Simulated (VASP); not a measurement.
Input for VASP

INCAR:
```
SYSTEM = LaP
PREC = Accurate; ENCUT = 300; LREAL = F
LASPH = T
EDIFF = 1E-6; NELM = 100; ALGO = Normal
LMAXMIX = 6
ISMEAR = 0; SIGMA = 0.1
GGA = PE
ISIF = 2
LWAVE = F; LCHARG = F
```

POSCAR:
```
LaP
1
    4.2896630000     0.0000000000     0.0000000000
   -4.2896630000     4.2896630000     0.0000000000
    0.0000000000     0.0000000000    13.0332000000
La P
2 2
Direct
  0.0000000000   0.0000000000   0.6163640000
  1.0000000000   0.5000000000   0.3836360000
  0.0000000000   0.0000000000   0.3836360000
  1.0000000000   0.5000000000   0.6163640000
```

### KPOINTS
```
Automatic mesh
0
Gamma
7 7 1
0 0 0
```

POTCAR, in this order: La P (PBE.64 set). Program: vasp_std.

Problem. Translate this PBE calculation to Quantum ESPRESSO's pw.x.

Solution. One equivalent input (not run):
```
&CONTROL
  calculation = 'scf'
  pseudo_dir = './pseudo'
  outdir = './out'
  tprnfor = .true.
  tstress = .true.
/
&SYSTEM
  ibrav = 0
  nat = 4
  ntyp = 2
  ecutwfc = 110
  occupations = 'smearing'
  smearing = 'gaussian'
  degauss = 0.00735
  input_dft = 'pbe'
/
&ELECTRONS
  conv_thr = 7.3e-08
  electron_maxstep = 100
/
ATOMIC_SPECIES
  La 138.905 La.upf
  P 30.974 P.upf
CELL_PARAMETERS angstrom
     4.2896630    0.0000000    0.0000000
    -4.2896630    4.2896630    0.0000000
     0.0000000    0.0000000   13.0332000
ATOMIC_POSITIONS crystal
  La   0.0000000  0.0000000  0.6163640
  La   1.0000000  0.5000000  0.3836360
  P    0.0000000  0.0000000  0.3836360
  P    1.0000000  0.5000000  0.6163640
K_POINTS automatic
  7 7 1 0 0 0
```
The two are equivalent in intent, not identical: the potentials are each code's own (VASP's PAW set, PseudoDojo norm-conserving files in pw.x), so ENCUT and ecutwfc are chosen apart and not converted; conv_thr bounds pw.x's estimated SCF error, while EDIFF bounds the energy change between steps.

The cell is a sheet with vacuum, built from a database entry that may be metastable or hypothetical.
